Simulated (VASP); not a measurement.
```
CELL_PARAMETERS angstrom
      0.00000     2.36679     2.36679
      2.36679     0.00000     2.36679
      2.36679     2.36679     0.00000
ATOMIC_POSITIONS crystal
  Li 0.25000 0.25000 0.25000
  Li 0.75000 0.75000 0.75000
  O  0.00000 0.00000 0.00000
```

Method: vdW-DF2, VASP's PBE PAW potentials (set 64) (plane waves; VASP). Run with 520 eV cut-off, 8×8×8 Γ-centred mesh, Gaussian smearing of 0.050 eV, potentials Li_sv O.

### Question
Predict the energy per atom (σ→0), pressure, band gap (on the k-mesh) with the smallest direct gap where there is one.

### Answer

The band gap (on the k-mesh) comes out as 5.10 eV and the smallest direct gap (on the k-mesh) is 5.10 eV. The energy per atom (σ→0) is -3.914 eV/atom and the pressure is -4.02 GPa.

Only differences to runs with the same potentials and settings are physical.

The compound is Li2O in the antifluorite structure. This cell is one point of a volume scan, at 1.06 of the reference volume.
